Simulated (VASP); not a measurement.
SiO₂ (space group P4_2/mnm): computed properties

Calculation: r2SCAN meta-GGA, VASP's PBE PAW potentials (set 64) (plane waves; VASP 6.6.1).

```yaml
space_group: P4_2/mnm (136)
cell: a = 4.1836 Å, b = 4.1836 Å, c = 2.6722 Å, α = 90.00°, β = 90.00°, γ = 90.00°
volume_per_atom: 7.80 Å^3/atom
band gap (over mesh and band path): 6.49 eV
smallest direct gap (over mesh and band path): 6.49 eV
band_edge_character: direct, Γ to Γ
density: 4.27 g/cm³
mean ε∞ (independent particles): 3.20
```

```cif
data_O4Si2
_chemical_formula_sum 'Si2 O4'
_space_group_name_H-M_alt 'P 1'
_space_group_IT_number 1
_cell_length_a 4.18364
_cell_length_b 4.18364
_cell_length_c 2.67217
_cell_angle_alpha 90.000
_cell_angle_beta 90.000
_cell_angle_gamma 90.000
loop_
_space_group_symop_operation_xyz
  'x, y, z'
loop_
_atom_site_label
_atom_site_type_symbol
_atom_site_fract_x
_atom_site_fract_y
_atom_site_fract_z
_atom_site_occupancy
Si1 Si 0.50000 0.50000 0.50000 1
Si2 Si 0.00000 0.00000 0.00000 1
O1 O 0.69405 0.69405 0.00000 1
O2 O 0.30595 0.30595 0.00000 1
O3 O 0.80595 0.19405 0.50000 1
O4 O 0.19405 0.80595 0.50000 1
```

The structure comes from a computed database's SiO2 entry (P4_2/mnm); how it stands against other phases isn't given here. It was relaxed first. Symmetry was kept, so distortions that lower it aren't found.
